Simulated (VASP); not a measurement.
Data:

```
CELL_PARAMETERS angstrom
      0.00000     1.73776     1.73776
      1.73776     0.00000     1.73776
      1.73776     1.73776     0.00000
ATOMIC_POSITIONS crystal
  Ni 0.00000 0.00000 0.00000
```
Starting moments (μB, in the order of the record's atoms Ni): 0.6.

Calculation: PBE GGA with D3 dispersion (Becke-Johnson damping), VASP's PBE PAW potentials (set 64) (plane waves; VASP). Numerical set-up: 520 eV cut-off, Gaussian smearing of 0.050 eV, potentials Ni.

Q: Give the spin-up energies of bands 1 to 6 at the high-symmetry points, in eV from the Fermi level.

A: 
```
band      Γ      X      U      L      W
----  -----  -----  -----  -----  -----
1     -9.27  -4.87  -4.15  -5.04  -3.94
2     -2.52  -4.39  -3.88  -2.51  -3.20
3     -2.52  -0.54  -2.19  -2.51  -3.20
4     -2.52  -0.45  -1.12  -0.59  -1.36
5     -1.28  -0.45  -0.72  -0.59  -0.45
6     -1.28   2.46   5.87  -0.36   7.93
```

Q: Give the spin-down energies of bands 1 to 6 at the high-symmetry points, in eV from the Fermi level.

A: 
```json
[
 {"band": "1", "Γ": "-9.30", "X": "-4.54", "U": "-3.75", "L": "-4.62", "W": "-3.58"},
 {"band": "2", "Γ": "-1.79", "X": "-3.79", "U": "-3.35", "L": "-1.91", "W": "-2.61"},
 {"band": "3", "Γ": "-1.79", "X": "0.05", "U": "-1.59", "L": "-1.91", "W": "-2.61"},
 {"band": "4", "Γ": "-1.79", "X": "0.39", "U": "-0.56", "L": "-0.43", "W": "-0.82"},
 {"band": "5", "Γ": "-0.72", "X": "0.39", "U": "0.11", "L": "0.15", "W": "0.40"},
 {"band": "6", "Γ": "-0.72", "X": "2.42", "U": "6.07", "L": "0.15", "W": "8.11"}
]
```

It has no gap at this level: it comes out as a metal or semimetal.

The compound is Ni in the fcc structure. It was relaxed first.
